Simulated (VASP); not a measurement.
An input for Quantum ESPRESSO's pw.x (written as the equivalent of a VASP run, and not itself run):

```
&CONTROL
  calculation = 'vc-relax'
  pseudo_dir = './pseudo'
  outdir = './out'
  tprnfor = .true.
  tstress = .true.
  nstep = 30
  forc_conv_thr = 0.00039
/
&SYSTEM
  ibrav = 0
  nat = 6
  ntyp = 2
  ecutwfc = 74
  occupations = 'smearing'
  smearing = 'gaussian'
  degauss = 0.003675
  input_dft = 'vdw-df-cx'
/
&ELECTRONS
  conv_thr = 7.3e-09
  electron_maxstep = 100
/
&IONS
/
&CELL
  cell_dofree = 'shape'
/
ATOMIC_SPECIES
  W 183.840 W.upf
  S 32.060 S.upf
CELL_PARAMETERS angstrom
     1.5766592   -2.7308539    0.0000000
     1.5766592    2.7308539    0.0000000
     0.0000000    0.0000000   12.3542287
ATOMIC_POSITIONS crystal
  W    0.3333330  0.6666670  0.2500000
  W    0.6666670  0.3333330  0.7500000
  S    0.3333330  0.6666670  0.8777014
  S    0.6666670  0.3333330  0.3777014
  S    0.6666670  0.3333330  0.1222986
  S    0.3333330  0.6666670  0.6222986
K_POINTS automatic
  8 8 2 0 0 0
```

**Question.** Write the VASP files for the same calculation (vdW-DF-cx).

**Answer.** This is not unique; one that fits is 
### INCAR
```
ISIF=4   ! ions and shape, fixed volume
IBRION=2   ! conjugate gradients
SYSTEM=WS2
EDIFF=1E-7   ! SCF stop (eV)
LREAL=.FALSE.   ! projection in real space or not
ALGO=Normal   ! blocked Davidson
NSW=30   ! most ionic steps
AGGAC=0.0
LWAVE=.FALSE.
LASPH=.TRUE.   ! aspherical one-centre terms
ISMEAR=0   ! Gaussian
LMAXMIX=6   ! l cut-off of mixed one-centre charges
SIGMA=0.05   ! width (eV)
PREC=Accurate
LCHARG=.FALSE.
GGA=CX
LUSE_VDW=.TRUE.
ENCUT=520   ! plane-wave cut-off (eV)
NELM=100
EDIFFG=-0.01
```

File KPOINTS:
```
Regular mesh
0
G
  8 8 2
0 0 0
```

POSCAR:
```
WS2
1.0
  1.5766592488  -2.7308539033   0.0000000000
  1.5766592488   2.7308539033   0.0000000000
  0.0000000000   0.0000000000  12.3542286919
W S
2 4
Cart
  1.5766592488   0.9102864550   3.0885571730
  1.5766592488  -0.9102864550   9.2656715189
  1.5766592488   0.9102864550  10.8433234309
  1.5766592488  -0.9102864550   4.6662090849
  1.5766592488  -0.9102864550   1.5109052610
  1.5766592488   0.9102864550   7.6880196070
```

POTCAR, in this order: W_sv S (PBE.64 set). Program: vasp_std.

What does not carry over: the potentials are each code's own (VASP's PAW set, PseudoDojo norm-conserving files in pw.x), so ENCUT and ecutwfc are chosen apart and not converted; conv_thr bounds pw.x's estimated SCF error, while EDIFF bounds the energy change between steps; forc_conv_thr acts on force components and is met together with etot_conv_thr.

The compound is WS2 in the 2H layered structure. It was relaxed first.
